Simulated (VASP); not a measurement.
Consider the following.

```
Al2Pt
1.0
    0.00000     2.94711     2.94711
    2.94711     0.00000     2.94711
    2.94711     2.94711     0.00000
Al Pt
2 1
Cartesian
  1.47355   1.47355   1.47355
  4.42066   4.42066   4.42066
  0.00000   0.00000   0.00000
```

Method: revTPSS meta-GGA, VASP's PBE PAW potentials (set 64) (plane waves; VASP). Numerical set-up: 520 eV cut-off, 10×10×10 Γ-centred mesh, tetrahedra with Blöchl corrections, potentials Al Pt.

Task: Give the energies of bands 1 to 11 at the high-symmetry points, in eV from the Fermi level.

Result: 
| band | Γ | X | U | L | W |
|---|---|---|---|---|---|
| 1 | -10.33 | -6.38 | -6.52 | -7.96 | -6.07 |
| 2 | -5.13 | -6.15 | -5.97 | -6.20 | -6.07 |
| 3 | -5.13 | -5.86 | -5.69 | -4.83 | -5.43 |
| 4 | -5.13 | -3.85 | -4.38 | -4.83 | -5.25 |
| 5 | -3.82 | -3.85 | -4.04 | -3.75 | -3.85 |
| 6 | -3.82 | -3.48 | -3.75 | -3.58 | -3.36 |
| 7 | 3.16 | -3.31 | -3.10 | -3.58 | -2.82 |
| 8 | 3.77 | -1.63 | -2.06 | 1.03 | -2.82 |
| 9 | 3.77 | -1.63 | -0.62 | 1.03 | -0.95 |
| 10 | 3.77 | 3.17 | 3.25 | 3.66 | 5.26 |
| 11 | 5.48 | 3.24 | 5.38 | 5.15 | 5.26 |

It has no gap at this level: it comes out as a metal or semimetal.

The compound is PtAl2 in the fluorite structure. It was relaxed first.
